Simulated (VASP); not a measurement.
Data:

```
Ni
1.0
    0.00000     1.74008     1.74008
    1.74008     0.00000     1.74008
    1.74008     1.74008     0.00000
Ni
1
Cartesian
  0.00000   0.00000   0.00000
```
Starting moments (μB, in the order of the record's atoms Ni): 0.6.

These are PBE GGA with D4 dispersion, VASP's PBE PAW potentials (set 64) (plane waves; VASP) values and carry that method's errors. Numerical set-up: 520 eV cut-off, Gaussian smearing of 0.050 eV, potentials Ni.

Give the spin-up energies of bands 1 to 6 at the high-symmetry points, in eV from the Fermi level.

| band | Γ | X | U | L | W |
|---|---|---|---|---|---|
| 1 | -9.24 | -4.84 | -4.13 | -5.01 | -3.92 |
| 2 | -2.52 | -4.37 | -3.86 | -2.50 | -3.19 |
| 3 | -2.52 | -0.54 | -2.18 | -2.50 | -3.19 |
| 4 | -2.52 | -0.46 | -1.11 | -0.59 | -1.35 |
| 5 | -1.28 | -0.46 | -0.72 | -0.59 | -0.45 |
| 6 | -1.28 | 2.46 | 5.85 | -0.36 | 7.91 |

Give the spin-down energies of bands 1 to 6 at the high-symmetry points, in eV from the Fermi level.

| band | Γ | X | U | L | W |
|---|---|---|---|---|---|
| 1 | -9.28 | -4.52 | -3.73 | -4.59 | -3.56 |
| 2 | -1.78 | -3.77 | -3.33 | -1.90 | -2.59 |
| 3 | -1.78 | 0.05 | -1.58 | -1.90 | -2.59 |
| 4 | -1.78 | 0.39 | -0.56 | -0.42 | -0.81 |
| 5 | -0.72 | 0.39 | 0.11 | 0.14 | 0.39 |
| 6 | -0.72 | 2.42 | 6.06 | 0.14 | 8.09 |

It has no gap at this level: it comes out as a metal or semimetal.

The compound is Ni in the fcc structure. It was relaxed first.
